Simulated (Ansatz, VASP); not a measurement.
# Mg (Magnesium) in two plane-wave programs

Aim: how closely do two programs agree when they are given the same cell, functional and k mesh? The cell is taken from a series of VASP runs on this material, whose earlier steps may have relaxed, scaled or displaced it; both programs get it as it stands.

Method: plane waves, with VASP 6.6.1 beside it; relaxation of cell and atoms at PBE with D3(BJ), in Ansatz 0.2.0.

## 1. The starting structure

The structure is hexagonal, space group P6_3/mmc (No. 194). The conventional cell has a = 3.122 Å, b = 3.122 Å, c = 5.149 Å, α = 90.00°, β = 90.00°, γ = 120.00°. Mg has 12 Mg at 3.12 to 3.14 Å nearest.

Structure file:

```
Mg
1.0
     3.12179    0.00000    0.00000
    -1.56089    2.70355    0.00000
     0.00000    0.00000    5.14862
Mg
2
Cartesian
  1.5609 0.9012 3.8615
  0.0000 1.8024 1.2872
```

## 2. VASP: relaxation of cell and atoms, PBE with D3(BJ)

The relaxed volume is the usual yardstick between codes: its relative difference is about their pressure difference at one cell divided by the bulk modulus.

Lines of VASP's logs that name or quote its potential files are left out, and so is its time.

INCAR reads:

```
SYSTEM = Mg
PREC = Accurate
ENCUT = 450
EDIFF = 1E-06
NELM = 100
ISMEAR = 1
SIGMA = 0.1
LREAL = .FALSE.
ALGO = Normal
GGA = PE
IVDW = 12
LORBIT = 11
LWAVE = .FALSE.
LCHARG = .FALSE.
KPAR = 2
IBRION = 2
NSW = 50
ISIF = 3
EDIFFG = -0.01
```

POSCAR reads:

```
Mg
1.0
    3.1217870487      0.0000000000      0.0000000000
   -1.5608935243      2.7035468894      0.0000000000
    0.0000000000      0.0000000000      5.1486240917
Mg
2
Direct
    0.6666666667      0.3333333333      0.7500000000
    0.3333333333      0.6666666667      0.2500000000
```

KPOINTS reads:

```
Automatic mesh
0
Gamma
10 10 6
0 0 0
```

PAW data sets: Mg (PBE family, release 64).

Launch:

```bash
$ mpirun -np 2 vasp_std
```

Numbers of over 12 decimals in the logs are rounded to 6 here.

Output:

```text
[banner, memory and clock lines left out]
running    2 mpi-ranks, on    1 nodes
 distrk:  each k-point on    1 cores,    2 groups
 distr:  one band on    1 cores,    1 groups

 POSCAR found type information on POSCAR Mg
 POSCAR found :  1 types and       2 ions
 LDA part: xc-table for (Slater+PW92), standard interpolation
 POSCAR, INCAR and KPOINTS ok, starting setup
 FFT: planning ... GRIDC
 FFT: planning ... GRID_SOFT
 FFT: planning ... GRID
 WAVECAR not read
 entering main loop
       N       E                     dE             d eps       ncg     rms          rms(c)
DAV:   1    -0.247842846223E+00   -0.24784E+00   -0.12189E+03   672   0.422E+02
DAV:   2    -0.297682667546E+01   -0.27290E+01   -0.25378E+01   894   0.269E+01
DAV:   3    -0.300618476752E+01   -0.29358E-01   -0.29373E-01   984   0.337E+00
DAV:   4    -0.300623250663E+01   -0.47739E-04   -0.47736E-04   930   0.128E-01
DAV:   5    -0.300623266771E+01   -0.16108E-06   -0.16134E-06   990   0.598E-03    0.935E-01
DAV:   6    -0.299964274273E+01    0.65899E-02   -0.49981E-04   846   0.249E-01    0.598E-01
DAV:   7    -0.299227616664E+01    0.73666E-02   -0.18962E-03   750   0.426E-01    0.323E-02
DAV:   8    -0.299228379997E+01   -0.76333E-05   -0.13839E-05  1056   0.312E-02    0.692E-03
DAV:   9    -0.299228283973E+01    0.96024E-06   -0.10508E-06   732   0.729E-03
   1 F= -.35913389E+01 E0= -.35909206E+01  d E =-.359134E+01
 curvature:   0.00 expect dE= 0.000E+00 dE for cont linesearch  0.000E+00
 trial: gam= 0.00000 g(F)=  0.165E-48 g(S)=  0.437E-05 ort = 0.000E+00 (trialstep = 0.100E+01)
 search vector abs. value=  0.437E-05
 reached required accuracy - stopping structural energy minimisation
```

From OUTCAR (step 2):

```text
ion  position               nearest neighbor table
   1  0.667  0.333  0.750-   2 3.14   2 3.14   2 3.14   2 3.14   2 3.14   2 3.14
   2  0.333  0.667  0.250-   1 3.14   1 3.14   1 3.14   1 3.14   1 3.14   1 3.14

  LATTYP: Found a hexagonal cell.
 ALAT       =     3.1217870487
 C/A-ratio  =     1.6492553821

 Subroutine GETGRP returns: Found 24 space group operations
 (whereof 12 operations were pure point group operations)

The static configuration has the point symmetry D_3d.
 The point group associated with its full space group is D_6h.

 Found     56 irreducible k-points:

   k-points           NKPTS =     56   k-points in BZ     NKDIM =     56   number of bands    NBANDS=      6

   dimension x,y,z NGX =    24 NGY =   24 NGZ =   36
   dimension x,y,z NGXF=    48 NGYF=   48 NGZF=   72

   ENCUT  =  450.0 eV  33.07 Ry    5.75 a.u.   5.40  5.40  8.91*2*pi/ulx,y,z

   NELECT =       4.0000    total number of electrons

 k-points in reciprocal lattice and weights: Automatic mesh
   0.00000000  0.00000000  0.00000000       0.002
   0.10000000 -0.00000000  0.00000000       0.010
   0.20000000 -0.00000000  0.00000000       0.010
   0.30000000 -0.00000000  0.00000000       0.010
   0.40000000 -0.00000000  0.00000000       0.010
   0.50000000  0.00000000  0.00000000       0.005
   0.10000000  0.10000000  0.00000000       0.010
   0.20000000  0.10000000  0.00000000       0.020
   0.30000000  0.10000000  0.00000000       0.020
[...]
0.40000000  0.20000000  0.50000000       0.010
   0.30000000  0.30000000  0.50000000       0.010

 average (electrostatic) potential at core
       1 -38.8419       2 -38.8419

 E-fermi :   3.0571

 k-point     1 :       0.0000    0.0000    0.0000
  band No.  band energies     occupation
      1      -4.2448      2.00000
      2       1.0683      2.00000
      3       1.5416      2.00000
      4      14.3615      0.00000
      5      14.3616      0.00000
      6      14.6269      0.00000

 k-point     2 :       0.1000   -0.0000    0.0000
  band No.  band energies     occupation
      1      -4.0384      2.00000
      2       1.2560      2.00000
      3       1.7413      2.00000
      4      11.5047      0.00000
      5      12.9699      0.00000
      6      13.6997      0.00000

 k-point     3 :       0.2000   -0.0000    0.0000
  band No.  band energies     occupation
      1      -3.4222      2.00000
      2       1.8199      2.00000
      3       2.3274      2.00000
      4       8.4140      0.00000
      5      11.7832      0.00000
      6      12.0759      0.00000

 Edisp (eV)   -0.59906

  Total       0.00865     0.00865     0.00565     0.00000     0.00000     0.00000
  in kB       0.31877     0.31877     0.20818     0.00000     0.00000     0.00000
  external pressure =        0.28 kB  Pullay stress =        0.00 kB

  energy-cutoff  :      450.00
  volume of cell :       43.45
      direct lattice vectors                 reciprocal lattice vectors
     3.121787049  0.000000000  0.000000000     0.320329345  0.184942233  0.000000000
    -1.560893524  2.703546889  0.000000000     0.000000000  0.369884467  0.000000000
     0.000000000  0.000000000  5.148624092     0.000000000  0.000000000  0.194226648

 POSITION                                       TOTAL-FORCE (eV/Angst)
 -----------------------------------------------------------------------------------
      1.56089      0.90118      3.86147        -0.000000      0.000000      0.000000
     -0.00000      1.80236      1.28716         0.000000     -0.000000      0.000000
 -----------------------------------------------------------------------------------
    total drift:                                0.000000     -0.000000      0.000000

  FREE ENERGIE OF THE ION-ELECTRON SYSTEM (eV)
  ---------------------------------------------------
  free  energy   TOTEN  =        -3.5913389406 eV

  energy  without entropy=       -3.5900838428  energy(sigma->0) =       -3.59092057

 reached required accuracy - stopping structural energy minimisation

 total charge
# of ion       s       p       d       tot
------------------------------------------
    1        0.214   0.134   0.013   0.361
    2        0.214   0.134   0.013   0.361
--------------------------------------------------
tot          0.428   0.268   0.026   0.723

[... 3 further parts left out ...]
```

CONTCAR:

```
Mg
   1.00000000000000
     3.1217870486999999    0.0000000000000000    0.0000000000000000
    -1.5608935242999999    2.7035468894000001    0.0000000000000000
     0.0000000000000000    0.0000000000000000    5.1486240917000003
  Mg
     2
Direct
     0.6666666667000030    0.3333333332999970    0.7500000000000000
     0.3333333332999970    0.6666666667000030    0.2500000000000000
```

## 3. Ansatz: relaxation of cell and atoms, PBE with D3(BJ)

Ansatz runs on its default PAW (the set named soft_2) files.

The same cell, functional, mesh and smearing now go to Ansatz, which takes its cutoff from its data sets.

input.yaml reads:

```yaml
crystal:
  lattice:
    - [3.1217870487, 0.0, 0.0]
    - [-1.5608935243, 2.7035468894, 0.0]
    - [0.0, 0.0, 5.1486240917]
  atoms:
    - { symbol: Mg, position: [0.6666666667, 0.3333333333, 0.75] }
    - { symbol: Mg, position: [0.3333333333, 0.6666666667, 0.25] }
hamiltonian:
  xc: pbe
  pseudopotentials: { kind: paw }
  dispersion: d3bj
kpoints:
  mp_grid: { grid: [10, 10, 6] }
scf:
  occupations: { method: methfessel_paxton, width: 0.1 }
relax:
  f_tol: 0.01
  max_steps: 60
  cell: { stress_tol: 0.05 }
output:
  forces: true
  stress: true
```

Launch:

```bash
$ ansatz run input.yaml --threads 4 --pin off --max-ram 9216MiB --backend cpu --events-out ev --progress --plain --runs-dir out
```

Output:

```text
Engine: ansatz 0.2.0, aarch64-unknown-linux-gnu
Pseudopotentials: kind: paw
Pseudopotential: Mg, paw, valence charge 10, recommended cutoff 420 eV (normal), Mg.paw.azcp
Functional definition: PBE
  parameter kappa = 0.804
  parameter beta = 0.066725
  exchange = pbe_x(kappa = kappa, mu = beta*pi^2/3)
  correlation = pbe_c(beta = beta)
Crystal: 2 atoms, lattice volume = 43.454 Å³
Basis set: ecut = 420 eV, 833 PW (Γ), exchange–correlation on 48×48×72 points (8 copies of the dense FFT grid, shifted against one another)
Bands: 14, of which v1, the nominal top of the filled ones, is band 10 counted from 1 (9 counted from 0)
Symmetry: 24 space group operations
Space group: P63/mmc (ITA 194), of the structure as read, at distance tolerance 3.5e-5 Å
k-points: 56 of 600
Non-local potential: Mg, projectors of the file, l = 0: 3, l = 1: 2, l = 2: 1
PAW form: soft (Blöchl's): semilocal exchange-correlation on the pseudo side does not see the compensation charge
PAW one-centre angular grid: Mg, 110 points (default); XC on 64 Gauss nodes
Initial density: superposition of atomic densities (neutral atoms: chi_scale 0, normalization atom), corrected by the library's trained network
Initial wavefunctions: pseudopotential atomic-orbital guess
Functional: x = pbe(κ = 0.804, μ = 0.219515), c = pbe(β = 0.066725)
SCF iter   1: F=—  HF=-3848.182454 eV  |F-HF|=—  |Δ(HF+E_count)|=         —  Δρ=8.13e-4  dr2=3.37e-4  ethr=1.77e-3  ⟨swp⟩=5.0  Hψ=3942  notcnv=0
preconditioner: auto → none  [metal: Δε(μ)=0.002 eV  Ē_g=7.172 eV  σ=0.100 eV  W_gap=0.02  n_scr=8 (ndim 8)  ℏωp=11.3 eV  f_vac=0.000  D(μ)=1.53/eV (n_scr^D=10)  sad-step TF]
SCF iter   2: F=—  HF=-3848.182153 eV  |F-HF|=—  |Δ(HF+E_count)|=   3.01e-4  S|Δr|=    0.00e0  Δρ=5.39e-4  dr2=1.51e-4  ethr=1.69e-6  ⟨swp⟩=2.7  Hψ=1765  notcnv=0
SCF iter   3: F=—  HF=-3848.182155 eV  |F-HF|=—  |Δ(HF+E_count)|=   1.95e-6  S|Δr|=    0.00e0  Δρ=2.30e-4  dr2=1.50e-5  ethr=7.53e-7  ⟨swp⟩=2.0  Hψ=1260  notcnv=0
SCF iter   4: F=—  HF=-3848.182147 eV  |F-HF|=—  |Δ(HF+E_count)|=   7.63e-6  S|Δr|=    0.00e0  Δρ=9.67e-5  dr2=3.01e-6  ethr=7.52e-8  ⟨swp⟩=2.9  Hψ=1466  notcnv=0
SCF iter   5: F=-3848.182146 eV  HF=-3848.182146 eV  |F-HF|=5.53e-8  |Δ(HF+E_count)|=   1.55e-6  S|Δr|=    0.00e0  Δρ=1.58e-5  dr2=7.24e-8  ethr=5.00e-10  ⟨swp⟩=3.0  Hψ=3222  notcnv=0
SCF 1 converged in 5 iterations: F = -3848.182146 eV  dr2 = 7.24e-8
  greatest PAW one-centre occupation: 1.000 electrons in one spin orbital (limit 2), on the Mg atom at site 1 (counted from 0), in its partial waves of l = 0
relax step   1: F+E_penalty+E_count = -3848.18214579 eV  Δ(F+E_penalty+E_count) = +0.000e0 eV  max|allowed force component| = 3.701e-17 eV/Å  Δτ_max = 0.0000 Å  P = +0.147 GPa  Ω = 43.454 Å³  (5 SCF iters, dr2 threshold 1.00e-7 eV, accepted)
[...]
relax step   2: F+E_penalty+E_count = -3848.18221641 eV  Δ(F+E_penalty+E_count) = -7.061e-5 eV  max|allowed force component| = 6.939e-18 eV/Å  Δτ_max = 0.0000 Å  P = +0.018 GPa  Ω = 43.596 Å³  energy of the carried Pulay correction = -2.812e-6 eV  (3 SCF iters, dr2 threshold 5.90e-8 eV, accepted)
[...]
relax step   3: F+E_penalty+E_count = -3848.18221907 eV  Δ(F+E_penalty+E_count) = -2.660e-6 eV  max|allowed force component| = 1.156e-17 eV/Å  Δτ_max = 0.0000 Å  P = +0.018 GPa  Ω = 43.596 Å³  stress off target by 1.98e-2 GPa  SCF on the basis re-selected at this cell (its energy is not comparable with the rows above)  (4 SCF iters)
basis re-selected at this cell: Δ(F+E_penalty+E_count) = -2.660e-6 eV, ΔP = -0.000 GPa vs the last step (what re-selecting the basis moved, of the pressure what is left beyond the Pulay correction that the steps carried, after the strain that the cell walked since its last selection, with what the two solves' SCF thresholds leave and, on support functions, any second-order correction that the steps lacked; it is no m [...]
SCF converged after 4 iterations
Stability not checked: this state was not tested for a lower state beside it, because cold or Methfessel-Paxton smearing, or corrected tetrahedra, fill the levels in a way that the test cannot read (fill_not_monotonic; see scf.lower_state_search)
Free energy (F): -3848.182219 eV
Harris-Foulkes:  -3848.182219 eV  (|F-HF|=0.00e0)
Internal energy: -3848.180913 eV  (E = F + TS)
E sigma→0 (E₀):  -3848.181893 eV
Entropy (-TS):   -0.001306 eV (-0.653 meV/atom)
Fermi energy:    6.218474 eV
--- Per-component energies (eV) ---
  E_band       = -705.255080
  E_kinetic    = 150.371296
  E_local      = -3199.915589  (includes V_loc(G=0)·N_el)
  E_nonlocal   = 191.436682
  E_hartree    = 1141.350925
  E_xc         = -57.257642
  E_vxc        = -73.884116  (∫ρ·V_xc dr)
  E_paw        = -584.785808  (= ΣΔE_a)
  E_vpaw       = -55.965234  (= ΣTr[D̂ρ^β])
  E_aug_tail   = -0.000006  (compensation charges beyond the density's cutoff)
  E_ewald      = -1488.783521
  E_disp       = -0.597251  (pairwise vdW)
  E_smearing   = -0.001306  (= −TS)
  E_closure    = 0.000000  (closes the sum)
  Σ components = -3848.182219   (vs F -3848.182219, Δ=0.00e0)
--- Forces (eV/Å), atoms counted from 1 ---
  atom   1  Mg    -0.00000000    -0.00000000     0.00000000
  atom   2  Mg     0.00000000     0.00000000    -0.00000000
  max |Σ_I F_I| component: 1.39e-17 eV/Å
--- Stress (GPa, compression-positive) ---
        0.019771      -0.000000      -0.000000
       -0.000000       0.019771      -0.000000
       -0.000000      -0.000000       0.013463
  P = ⅓ Tr σ = 0.0177 GPa (0.177 kbar)
--- Relaxed structure (2 steps of the walk, 2 accepted, 1 SCFs on fresh bases) ---
  F+E_penalty+E_count = -3848.18221907 eV   max|allowed force component| = 1.156e-17 eV/Å   (the final SCF, on the basis selected at the relaxed cell)
  cell:  # Å, volume = 43.5960 Å³
    - [3.125369, -2.8900634074411028e-11, 0.0]
    - [-1.562684, 2.706649, 0.0]
    - [0.0, 0.0, 5.153628]
  atoms:
    - { symbol: Mg, position: [0.666667, 0.333333, 0.750000] }
    - { symbol: Mg, position: [0.333333, 0.666667, 0.250000] }
```

Run time: 1.6 s. Hardware: 4 threads of Arm Neoverse V2, shared host; peak memory 0.3 GiB; 3.8 s of CPU time.

## 4. Side by side

Known differences besides the potentials themselves: both relaxations stop at a tolerance, which leaves soft axes loose, and VASP keeps its plane-wave basis; the data sets hold 20 valence electrons in Ansatz (default PAW (the set named soft_2) files) and 4 in VASP; the cutoff is 420 eV in Ansatz and 450 eV in VASP; VASP leaves aspherical gradient terms in its spheres out (LASPH is not set), Ansatz keeps them; Ansatz adds a Pulay correction to the stress that steers its cell, VASP none. Total energies have different zeros and are not compared.

Compared:

```
                                         quantity  Ansatz   VASP  difference
                                      volume (Å³)   43.60  43.45     +0.33 %
edge a after relaxation, in the typed setting (Å)   3.125  3.122     +0.12 %
edge c after relaxation, in the typed setting (Å)   5.154  5.149     +0.10 %
```

The walks stopped with 0.02 GPa left in Ansatz and 0.03 GPa in VASP; each walk ends within a tolerance, so the volume difference is uncertain by about these residues over the bulk modulus, most in soft cells.

## 5. What came out

```yaml
difference_in_volume_relaxation_of_cell_and_atoms_pbe_with_d3_bj: 0.33 %
```

What this shows: The difference in volume is 0.33 % (relaxation of cell and atoms, PBE with D3(BJ)), within the 1.2 % picked in this series as the mark of a large difference, as far as the stopping tolerances let one tell. How closely two codes agree says nothing of how well the functional describes the real material.

[Lines on the potential files, build, host, timing and source positions are cut from VASP's logs without a mark.]

[Logs are printed without paths, hosts, clocks, repeated set-up lines and the standing remarks that a program may print on its own settings, such as how far it seeks lower states.]

[Hosts, paths, dates, database ids (printed as entryN), source tags and the programs' standing remarks are cut or masked in the printed files.]
